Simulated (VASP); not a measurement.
Calculation: PBE GGA, VASP's PBE PAW potentials (set 64) (plane waves; VASP).

The input files of a VASP run:

File KPOINTS:
```
Automatic mesh
0
Gamma
6 6 5
0 0 0
```

**INCAR**
```
LASPH = .True.
ALGO = Normal   # blocked Davidson
LCHARG = .False.
SYSTEM = Tc2C
SIGMA = 0.1
LREAL = .False.   # projection in real space or not
ISIF = 2   # forces and stress, cell fixed
GGA = PE
LMAXMIX = 4
ISMEAR = 0   # Gaussian
ENCUT = 400   # plane-wave cut-off (eV)
EDIFF = 1E-6   # SCF stop (eV)
NELM = 100   # most electronic steps
LWAVE = .False.
PREC = Accurate
```

### POSCAR
```
Tc2C
1
    3.9636120000     0.0000000000     0.0000000000
   -1.9818060000     3.4325890000     0.0000000000
    0.0000000000     0.0000000000     4.8565140000
C Tc
2 4
Direct
  0.3273480000   0.6662030000   0.2455760000
  0.6706350000   0.3458280000   0.7542390000
 -0.0009090000  -0.0027010000   0.0023910000
 -0.0147500000  -0.0019870000   0.4975590000
  0.3268440000   0.6534780000   0.7588650000
  0.6908310000   0.3391800000   0.2413700000
```

POTCAR, in this order: C Tc_pv (PBE.64 set). Program: vasp_std.

What VASP printed:

OSZICAR:
```
       N       E                     dE             d eps       ncg     rms          rms(c)
DAV:   1     0.683596942104E+03    0.68360E+03   -0.31091E+04  7304   0.141E+03
DAV:   2    -0.207252357140E+02   -0.70432E+03   -0.68855E+03  6984   0.458E+02
DAV:   3    -0.555894721963E+02   -0.34864E+02   -0.33868E+02  9100   0.104E+02
DAV:   4    -0.564828530401E+02   -0.89338E+00   -0.87608E+00  7940   0.153E+01
DAV:   5    -0.565077455006E+02   -0.24892E-01   -0.24795E-01  8196   0.226E+00    0.400E+01
DAV:   6    -0.533029732354E+02    0.32048E+01   -0.34702E+01  9172   0.297E+01    0.143E+01
DAV:   7    -0.536261130280E+02   -0.32314E+00   -0.13444E+01  8328   0.251E+01    0.139E+01
DAV:   8    -0.527783306768E+02    0.84778E+00   -0.13155E+01  7972   0.184E+01    0.874E+00
DAV:   9    -0.527239579522E+02    0.54373E-01   -0.35847E+00  8240   0.119E+01    0.455E+00
DAV:  10    -0.524876534364E+02    0.23630E+00   -0.99671E-01  7844   0.757E+00    0.630E-01
DAV:  11    -0.524886405068E+02   -0.98707E-03   -0.56767E-02  8388   0.149E+00    0.394E-01
DAV:  12    -0.524882497692E+02    0.39074E-03   -0.12132E-02  8400   0.952E-01    0.257E-01
DAV:  13    -0.524877819599E+02    0.46781E-03   -0.38678E-03  8664   0.466E-01    0.626E-02
DAV:  14    -0.524877679265E+02    0.14033E-04   -0.30849E-04  8384   0.133E-01    0.206E-02
DAV:  15    -0.524877643045E+02    0.36220E-05   -0.18287E-05  7840   0.318E-02    0.802E-03
DAV:  16    -0.524877632351E+02    0.10694E-05   -0.22003E-06  5332   0.860E-03    0.275E-03
DAV:  17    -0.524877628042E+02    0.43090E-06   -0.40648E-07  4024   0.400E-03
   1 F= -.52487763E+02 E0= -.52465921E+02  d E =-.436836E-01
```

OUTCAR:
```
------------------------ aborting loop because EDIFF is reached ----------------------------------------
  FORCE on cell =-STRESS in cart. coord.  units (eV):
  Direction    XX          YY          ZZ          XY          YZ          ZX
  --------------------------------------------------------------------------------------
  Total        7.1255029      9.2639984      3.4374612     -1.9191837     -0.2102099      0.0196390
  in kB      172.7780307    224.6319184     83.3509984    -46.5360519     -5.0971347      0.4762039
  external PRESSURE =     160.2536492 kB  Pullay stress =       0.0000000 kB
  volume of cell :       66.08
      direct lattice vectors                 reciprocal lattice vectors
     3.963612000  0.000000000  0.000000000     0.252295129  0.145662647  0.000000000
    -1.981806000  3.432589000  0.000000000     0.000000000  0.291325294  0.000000000
     0.000000000  0.000000000  4.856514000     0.000000000  0.000000000  0.205909012
 POSITION                                       TOTAL-FORCE (eV/Angst)
 -----------------------------------------------------------------------------------
     -0.02280      2.28680      1.19264         0.393010      0.200294     -0.018573
      1.97277      1.18709      3.66297         0.094502      0.102993     -0.018124
      1.98356      3.42332      0.01161         0.429883     -0.260613     -0.305079
      1.92728      3.42577      2.41640        -0.147782     -0.373305      0.322724
      0.00042      2.24312      3.68544         0.317445      0.658764     -0.170632
      2.06600      1.16427      1.17222        -1.087058     -0.328134      0.189684
 -----------------------------------------------------------------------------------
    total drift:                                0.000127     -0.000360      0.000127
  FREE ENERGIE OF THE ION-ELECTRON SYSTEM (eV)
  ---------------------------------------------------
  free  energy   TOTEN  =       -52.4877628042 eV

  energy  without entropy=      -52.4440792096  energy(sigma->0) =      -52.46592101
```
(Selected blocks of OUTCAR.)

### OUTCAR
```
 val. band max:       13.6770188605   @ k =   0.3333  -0.3333   0.4000

 cond. band min:      13.6811241222   @ k =   0.3333   0.5000  -0.4000


 Fermi energy:        13.6797584625

 k-point     1 :       0.0000    0.0000    0.0000
  band No.  band energies     occupation
      1     -26.9264      2.00000
      2     -26.4389      2.00000
      3     -26.2605      2.00000
      4     -25.8213      2.00000
      5     -25.7765      2.00000
      6     -25.6978      2.00000
      7     -25.6396      2.00000
      8     -25.6128      2.00000
      9     -25.5962      2.00000
     10     -25.2461      2.00000
     11     -25.1495      2.00000
     12     -24.9649      2.00000
     13       0.2218      2.00000
     14       2.0943      2.00000
     15       5.9326      2.00000
     16       6.0510      2.00000
     17       7.6205      2.00000
     18       7.7883      2.00000
     19       8.3605      2.00000
     20       8.4450      2.00000
     21       8.5099      2.00000
     22       8.5462      2.00000
     23       9.5734      2.00000
     24       9.6648      2.00000
     25      12.3407      2.00000
     26      12.7183      2.00000
     27      13.1379      2.00000
     28      13.2436      2.00000
     29      14.2235      0.00000
     30      14.2894      0.00000
     31      14.4735      0.00000
     32      14.5180      0.00000
     33      15.3613      0.00000
     34      15.6484      0.00000
     35      16.5718      0.00000
     36      16.7164      0.00000

 k-point     2 :       0.1667    0.0000    0.0000
  band No.  band energies     occupation
      1     -26.9644      2.00000
      2     -26.4714      2.00000
      3     -26.2399      2.00000
      4     -25.9733      2.00000
      5     -25.7907      2.00000
      6     -25.6627      2.00000
      7     -25.6061      2.00000
      8     -25.5500      2.00000
      9     -25.4718      2.00000
     10     -25.3080      2.00000
     11     -25.1310      2.00000
     12     -24.9786      2.00000
...
```

At this cut-off the stress carries a Pulay error, which pulls relaxed volumes low.

The structure was generated: Tc2C was put into an ordered model structure, which need not be its known phase. The cell was not relaxed at this level, atoms are displaced from their ideal sites. The k-mesh is coarse (spacing up to 0.31 per Å, 2π included), so the numbers may not be converged in it.
